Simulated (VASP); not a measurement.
Shape and ions are relaxed at each volume.

Energy against volume of CdS (wurtzite). The numbers are results of TPSS meta-GGA, VASP's PBE PAW potentials (set 64) (plane waves; VASP), not measurements.

```
V (Å³/atom)  E (eV/atom)
-----------  -----------
24.626          -9.74271
25.412          -9.75612
26.198          -9.76018
26.984          -9.75633
27.770          -9.74577
```

**Question.** Fit a third-order Birch-Murnaghan equation of state.

**Answer.** 
The volume per atom is 26.19 Å^3/atom. The bulk modulus is 538 kbar and the pressure derivative of the bulk modulus comes out as 4.54.

Measured: bulk modulus 60.7 GPa (computed value off by -11.4 %), as given by Cormac Toher et al., Physical Review Materials (2017), arXiv:1611.05714. The calculation is for a static lattice, while the measured bulk modulus holds thermal and zero-point effects, which are part of the difference.

The compound is CdS in the wurtzite structure. It was relaxed first, which changed the volume by +5 %.
